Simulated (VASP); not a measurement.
Output of a VASP run:

### OSZICAR
```
       N       E                     dE             d eps       ncg     rms          rms(c)
DAV:   1     0.478191666106E+02    0.47819E+02   -0.36496E+03   752   0.858E+02
DAV:   2     0.254592163708E+01   -0.45273E+02   -0.44746E+02   768   0.211E+02
DAV:   3     0.125376980812E+01   -0.12922E+01   -0.12841E+01  1248   0.335E+01
DAV:   4     0.122037079285E+01   -0.33399E-01   -0.33394E-01  1176   0.394E+00
DAV:   5     0.122022019115E+01   -0.15060E-03   -0.15060E-03  1264   0.222E-01    0.289E+00
DAV:   6     0.122011632333E+01   -0.10387E-03   -0.92696E-04  1192   0.214E-01    0.172E+00
DAV:   7     0.121931921931E+01   -0.79710E-03   -0.30067E-03  1024   0.371E-01    0.367E-02
DAV:   8     0.121898083961E+01   -0.33838E-03   -0.64403E-04  1016   0.134E-01    0.799E-03
DAV:   9     0.121893591230E+01   -0.44927E-04   -0.93739E-05  1032   0.480E-02    0.311E-03
DAV:  10     0.121892994853E+01   -0.59638E-05   -0.20095E-05  1008   0.181E-02    0.655E-04
DAV:  11     0.121892971043E+01   -0.23810E-06   -0.10757E-06  1224   0.418E-03    0.384E-04
DAV:  12     0.121892963649E+01   -0.73948E-07   -0.94622E-08  1072   0.179E-03
   1 F= 0.12189296E+01 E0= 0.12192643E+01  d E =-.100412E-02
```

**OUTCAR**
```
------------------------ aborting loop because EDIFF is reached ----------------------------------------
  FORCE on cell =-STRESS in cart. coord.  units (eV):
  Direction    XX          YY          ZZ          XY          YZ          ZX
  --------------------------------------------------------------------------------------
  Total       -0.0904488     -0.0904488     -0.0904488     -0.0000000     -0.0000000      0.0000000
  in kB       -1.9919051     -1.9919051     -1.9919051     -0.0000000     -0.0000000      0.0000000
  external PRESSURE =      -1.9919051 kB  Pullay stress =       0.0000000 kB
  volume of cell :       72.75
      direct lattice vectors                 reciprocal lattice vectors
    -2.629833447  2.629833447  2.629833447     0.000000000  0.190126109  0.190126109
     2.629833447 -2.629833447  2.629833447     0.190126109  0.000000000  0.190126109
     2.629833447  2.629833447 -2.629833447     0.190126109  0.190126109  0.000000000
 POSITION                                       TOTAL-FORCE (eV/Angst)
 -----------------------------------------------------------------------------------
      0.00000      0.00000      0.00000        -0.000000      0.000000     -0.000000
 -----------------------------------------------------------------------------------
    total drift:                               -0.000000     -0.000000      0.000000
  FREE ENERGIE OF THE ION-ELECTRON SYSTEM (eV)
  ---------------------------------------------------
  free  energy   TOTEN  =         1.2189296365 eV

  energy  without entropy=        1.2199337535  energy(sigma->0) =        1.21926434
```
(Selected blocks of OUTCAR.)

File POSCAR:
```
K
1
   -2.6298334473     2.6298334473     2.6298334473
    2.6298334473    -2.6298334473     2.6298334473
    2.6298334473     2.6298334473    -2.6298334473
K
1
Direct
  0.0000000000   0.0000000000   0.0000000000
```

Reconstruct the remaining input files.

One answer among several that fit: the input of the run itself, optB88-vdW, plane waves, VASP's PBE PAW potentials (set 64).

File KPOINTS:
```
Automatic
0
Gamma
10 10 10
0 0 0
```

### INCAR
```
SYSTEM  =  K
PREC  =  Accurate; ENCUT  =  520; LREAL  =  .FALSE.
LASPH  =  .TRUE.
EDIFF  =  1E-7; NELM  =  100; ALGO  =  Normal
ISMEAR  =  1; SIGMA  =  0.1
GGA  =  BO; LUSE_VDW  =  .TRUE.; AGGAC  =  0.0
PARAM1  =  0.1833333333; PARAM2  =  0.22
ISIF  =  2
LWAVE  =  .FALSE.; LCHARG  =  .FALSE.
```

POTCAR, in this order: K_sv (PBE.64 set). Program: vasp_std.

The compound is K in the bcc structure. This cell is one point of a volume scan, at 1.06 of the reference volume.
